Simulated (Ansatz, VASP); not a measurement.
# ZnCu2SnSe4: VASP beside Ansatz

Aim: how closely do two programs agree when they are given the same cell, functional and k mesh? The cell is taken from a series of runs on this material, whose earlier steps may have relaxed, scaled, displaced or heated it; both programs get it as it stands.

Main program and level: Ansatz 0.2.0; plane waves, with VASP 6.6.1 beside it; single point at r2SCAN.

**1. The starting structure**

Symmetry: I-42m, No. 121, tetragonal system. Conventional cell: a = 5.688 Å, b = 5.688 Å, c = 11.338 Å, α = 90.00°, β = 90.00°, γ = 90.00°. Nearest to Sn lie 4 Se at 2.54 Å. Nearest to Se lie 1 Zn at 2.43 Å and 2 Cu at 2.44 Å and 1 Sn at 2.54 Å. Zn has 4 Se at 2.43 Å nearest. Cu has 4 Se at 2.44 Å nearest. Farther neighbours and most contacts between anions are not listed.

As a file:

```xyz
8
Lattice="-2.8441 2.8441 5.6689 2.8441 -2.8441 5.6689 2.8441 2.8441 -5.6689" Properties=species:S:1:pos:R:3 pbc="T T T"
Sn    0.0000    0.0000    5.6689
Se   -1.4715    1.4715    7.1269
Se    1.3726    1.3726   -1.4580
Se    1.4715   -1.4715    7.1269
Se    1.4715    1.4715    4.2109
Zn    0.0000    0.0000   11.3378
Cu    2.8441    0.0000    2.8344
Cu    0.0000    2.8441    2.8344
```

**2. VASP: single point, r2SCAN**

With cell and atoms fixed, the geometry can't cause a difference; cores, projectors, grids and the points listed under the comparison can.

Lines of VASP's logs that name or quote its potential files are left out, and so is its time.

The input, INCAR:

```
SYSTEM = ZnCu2SnSe4
PREC = Accurate
ENCUT = 660
EDIFF = 1E-06
NELM = 120
ISMEAR = -1
SIGMA = 0.02
LREAL = .FALSE.
ALGO = Normal
METAGGA = R2SCAN
LASPH = .TRUE.
NBANDS = 44
LORBIT = 11
LWAVE = .FALSE.
LCHARG = .FALSE.
ISIF = 2
GGA_COMPAT = .FALSE.
LMIXTAU = .TRUE.
KPAR = 2
```

The input, POSCAR:

```
ZnCu2SnSe4
1.0
   -2.8441000000      2.8441000000      5.6689000000
    2.8441000000     -2.8441000000      5.6689000000
    2.8441000000      2.8441000000     -5.6689000000
Sn Se Zn Cu
1 4 1 2
Direct
    0.5000000000      0.5000000000      0.0000000000
    0.8873000000      0.3699000000      0.0000000000
    0.1127000000      0.1127000000      0.4826000000
    0.3699000000      0.8873000000      0.0000000000
    0.6301000000      0.6301000000      0.5174000000
    1.0000000000      1.0000000000      0.0000000000
    0.2500000000      0.7500000000      0.5000000000
    0.7500000000      0.2500000000      0.5000000000
```

The input, KPOINTS:

```
Automatic mesh
0
Gamma
6 6 6
0 0 0
```

Potentials, in the order of the species: Sn_d, Se, Zn and Cu (PBE family, release 64).

Started as:

```console
> mpirun -np 2 vasp_std
```

Numbers of over 12 decimals in the logs are rounded to 6 here.

Output:

```text
[banner, memory and clock lines left out]
running    2 mpi-ranks, on    1 nodes
 distrk:  each k-point on    1 cores,    2 groups
 distr:  one band on    1 cores,    1 groups

 POSCAR found type information on POSCAR SnSeZnCu
 POSCAR found :  4 types and       8 ions
|                                                                             |
|               ----> ADVICE to this user running VASP <----                  |
|                                                                             |
|     You enforced a specific xc type in the INCAR file but a different       |
|     [... a line on the potential file left out ...]
|     I HOPE YOU KNOW WHAT YOU ARE DOING!                                     |
|                                                                             |

 LDA part: xc-table for (None), standard interpolation
 POSCAR, INCAR and KPOINTS ok, starting setup
 FFT: planning ... GRIDC
 FFT: planning ... GRID_SOFT
 FFT: planning ... GRID
 WAVECAR not read
 entering main loop
       N       E                     dE             d eps       ncg     rms          rms(c)
DAV:   1     0.679620691934E+03    0.67962E+03   -0.37694E+04  2640   0.241E+03
DAV:   2     0.101486689130E+02   -0.66947E+03   -0.65203E+03  2640   0.577E+02
DAV:   3    -0.119067868918E+03   -0.12922E+03   -0.12534E+03  3152   0.234E+02
DAV:   4    -0.128998911597E+03   -0.99310E+01   -0.98079E+01  3464   0.621E+01
DAV:   5    -0.129388081257E+03   -0.38917E+00   -0.38830E+00  3684   0.135E+01    0.126E+01
DAV:   6    -0.121811675024E+03    0.75764E+01   -0.37117E+01  3512   0.102E+02    0.102E+01
DAV:   7    -0.116683509294E+03    0.51282E+01   -0.72933E+00  3600   0.681E+01    0.594E+00
DAV:   8    -0.116311994517E+03    0.37151E+00   -0.46656E+00  4208   0.316E+01    0.349E+00
DAV:   9    -0.115797888881E+03    0.51411E+00   -0.10745E+00  4056   0.162E+01    0.623E-01
DAV:  10    -0.116124051805E+03   -0.32616E+00   -0.52436E-01  2848   0.435E+00    0.739E-01
DAV:  11    -0.116253408396E+03   -0.12936E+00   -0.17893E-01  3560   0.417E+00    0.230E-01
DAV:  12    -0.116256237572E+03   -0.28292E-02   -0.92897E-03  2912   0.650E-01    0.116E-01
DAV:  13    -0.116256133981E+03    0.10359E-03   -0.61831E-03  2816   0.416E-01    0.106E-01
DAV:  14    -0.116257642627E+03   -0.15086E-02   -0.28475E-03  3656   0.537E-01    0.160E-02
DAV:  15    -0.116257857052E+03   -0.21443E-03   -0.40351E-04  2852   0.133E-01    0.107E-02
DAV:  16    -0.116257893139E+03   -0.36087E-04   -0.50483E-05  3688   0.799E-02    0.504E-03
DAV:  17    -0.116257900289E+03   -0.71497E-05   -0.10625E-05  3632   0.265E-02    0.179E-03
DAV:  18    -0.116257900185E+03    0.10380E-06   -0.11237E-06  1920   0.111E-02
   1 F= -.11625790E+03 E0= -.11625774E+03  d E =-.313781E-03
```

Parts of OUTCAR (step 2):

```text
ion  position               nearest neighbor table
   1  0.500  0.500  0.000-   5 2.54   2 2.54   4 2.54   3 2.54
   2  0.887  0.370  0.000-   6 2.43   8 2.44   7 2.44   1 2.54
   3  0.113  0.113  0.483-   6 2.43   7 2.44   8 2.44   1 2.54
   4  0.370  0.887  0.000-   6 2.43   7 2.44   8 2.44   1 2.54
   5  0.630  0.630  0.517-   6 2.43   7 2.44   8 2.44   1 2.54
   6  0.000  0.000  0.000-   2 2.43   3 2.43   4 2.43   5 2.43
   7  0.250  0.750  0.500-   3 2.44   4 2.44   5 2.44   2 2.44
   8  0.750  0.250  0.500-   2 2.44   3 2.44   5 2.44   4 2.44

  LATTYP: Found a body centered tetragonal cell.
 ALAT       =     5.6882000000
 C/A-ratio  =     1.9932140220

 Subroutine GETGRP returns: Found  8 space group operations
 (whereof  8 operations were pure point group operations)

The static configuration has the point symmetry D_2d.

 Found     30 irreducible k-points:

   k-points           NKPTS =     30   k-points in BZ     NKDIM =     30   number of bands    NBANDS=     44

   dimension x,y,z NGX =    60 NGY =   60 NGZ =   60
   dimension x,y,z NGXF=   120 NGYF=  120 NGZF=  120

   ENCUT  =  660.0 eV  48.51 Ry    6.96 a.u.  14.56 14.56 14.56*2*pi/ulx,y,z

   NELECT =      72.0000    total number of electrons

 k-points in reciprocal lattice and weights: Automatic mesh
   0.00000000  0.00000000  0.00000000       0.005
   0.16666667  0.00000000 -0.00000000       0.037
   0.33333333  0.00000000  0.00000000       0.037
   0.50000000  0.00000000 -0.00000000       0.019
   0.16666667  0.16666667 -0.00000000       0.037
   0.33333333  0.16666667 -0.00000000       0.074
   0.50000000  0.16666667 -0.00000000       0.074
  -0.33333333  0.16666667 -0.00000000       0.074
  -0.16666667  0.16666667  0.00000000       0.019
[...]
-0.33333333 -0.33333333  0.33333333       0.009
   0.50000000  0.50000000  0.50000000       0.005

 average (electrostatic) potential at core
       1-109.6206       2 -59.1266       3 -59.1266       4 -59.1266       5 -59.1266
       6 -41.2259       7 -71.8688       8 -71.8688

 E-fermi :   3.9012

 k-point     1 :       0.0000    0.0000    0.0000
  band No.  band energies     occupation
    ...
     33       2.2869      2.00000
     34       3.6987      1.99992
     35       3.8695      1.66000
     36       3.8695      1.65999
     37       3.9127      0.72013
     38       5.6905      0.00000
     39       6.9042      0.00000
     40       7.6778      0.00000
     41       7.6778      0.00000
     42       8.0720      0.00000
    ...

 k-point     2 :       0.1667    0.0000   -0.0000
  band No.  band energies     occupation
    ...
     32       2.3538      2.00000
     33       2.3891      2.00000
     34       3.1091      2.00000
     35       3.6109      2.00000
     36       3.6914      1.99994
     37       4.7164      0.00000
     38       6.0753      0.00000
     39       7.0575      0.00000
     40       7.4597      0.00000
     41       7.5883      0.00000
    ...

 k-point     3 :       0.3333    0.0000    0.0000
  band No.  band energies     occupation
    ...
     32       2.6298      2.00000
     33       2.6616      2.00000
     34       2.7366      2.00000
     35       3.0804      2.00000
     36       3.4295      2.00000
     37       5.3972      0.00000
     38       6.8114      0.00000
     39       7.1612      0.00000
     40       7.2248      0.00000
     41       7.9479      0.00000
    ...

  Total        0.8235629      0.8235629      1.6989495      0.0000000      0.0000000      0.0000000
  in kB        7.1938077      7.1938077     14.8402956      0.0000000      0.0000000      0.0000000
  external PRESSURE =       9.7426370 kB  Pullay stress =       0.0000000 kB

  energy-cutoff  :      660.00
  volume of cell :      183.42
      direct lattice vectors                 reciprocal lattice vectors
    -2.844100000  2.844100000  5.668900000     0.000000000  0.175802539  0.088200533
     2.844100000 -2.844100000  5.668900000     0.175802539  0.000000000  0.088200533
     2.844100000  2.844100000 -5.668900000     0.175802539  0.175802539  0.000000000

 POSITION                                       TOTAL-FORCE (eV/Angst)
 -----------------------------------------------------------------------------------
      0.00000      0.00000      5.66890         0.000000     -0.000000      0.000000
     -1.47154      1.47154      7.12694        -0.024310      0.024310      0.684134
      1.37256      1.37256     -1.45804        -0.024310     -0.024310     -0.684134
      1.47154     -1.47154      7.12694         0.024310     -0.024310      0.684134
      1.47154      1.47154      4.21086         0.024310      0.024310     -0.684134
      0.00000      0.00000      0.00000        -0.000000     -0.000000      0.000000
      2.84410      0.00000      2.83445         0.000000     -0.000000      0.000000
      0.00000      2.84410      2.83445        -0.000000     -0.000000      0.000000
 -----------------------------------------------------------------------------------
    total drift:                                0.000000      0.000000      0.000001

  FREE ENERGIE OF THE ION-ELECTRON SYSTEM (eV)
  ---------------------------------------------------
  free  energy   TOTEN  =      -116.2579001850 eV

  energy  without entropy=     -116.2575864035  energy(sigma->0) =     -116.25774329

 total charge
# of ion       s       p       d       tot
------------------------------------------
    1        1.094   1.129  10.076  12.299
    2        1.443   2.433   0.047   3.923
    3        1.443   2.433   0.047   3.923
    4        1.443   2.433   0.047   3.923
    5        1.443   2.433   0.047   3.923
    6        0.530   0.463   9.805  10.798
    7        0.353   0.331   9.300   9.985
    8        0.353   0.331   9.300   9.985
--------------------------------------------------
tot          8.103  11.985  38.670  58.759

[... 3 further parts left out ...]
```

This run has no spin polarisation, so a moment on Cu, if there is one, isn't seen.

[end of part 1 of 2]

[Lines on the potential files, build, host, timing and source positions are cut from VASP's logs without a mark.]

[Logs are printed without paths, hosts, clocks, repeated set-up lines and the standing remarks that a program may print on its own settings, such as how far it seeks lower states.]

[Hosts, paths, dates, database ids (printed as entryN), source tags and the programs' standing remarks are cut or masked in the printed files.]
